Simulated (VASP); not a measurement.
Consider the following.

```
ZrB2
1.0
    1.54974    -2.68422     0.00000
    1.54974     2.68422     0.00000
    0.00000     0.00000     3.44912
Zr B
1 2
Direct
  0.00000   0.00000   0.00000
  0.33333   0.66667   0.50000
  0.66667   0.33333   0.50000
```

Level of theory: PBE GGA, VASP's PBE PAW potentials (set 64) (plane waves; VASP 6.6.1). Run with 620 eV cut-off, 11×11×9 Γ-centred mesh, first-order Methfessel-Paxton smearing of 0.10 eV, potentials Zr_sv B.

Energy and stress use the plane-wave basis of the starting cell.

Problem. The ions, cell shape and volume at an external pressure of 30.0 GPa are relaxed. Give the cell that the relaxation ends in.

Solution. 
```
ZrB2
1.0
    1.53430    -2.65749     0.00000
    1.53430     2.65749     0.00000
    0.00000     0.00000     3.41478
Zr B
1 2
Direct
  0.00000   0.00000   0.00000
  0.33333   0.66667   0.50000
  0.66667   0.33333   0.50000
```
Space group P6/mmm (191), at a tolerance of 0.03 Å.

Problem. How do energy and volume change from the first to the last step?

Solution. The energy (σ→0) changes by +44.0 meV/atom and the volume by -3.0 %, in 4 ionic steps.

The compound is ZrB2 in the AlB2 type structure. This run relaxes it under an external pressure of 30 GPa. Symmetry was kept, so distortions that lower it aren't found.
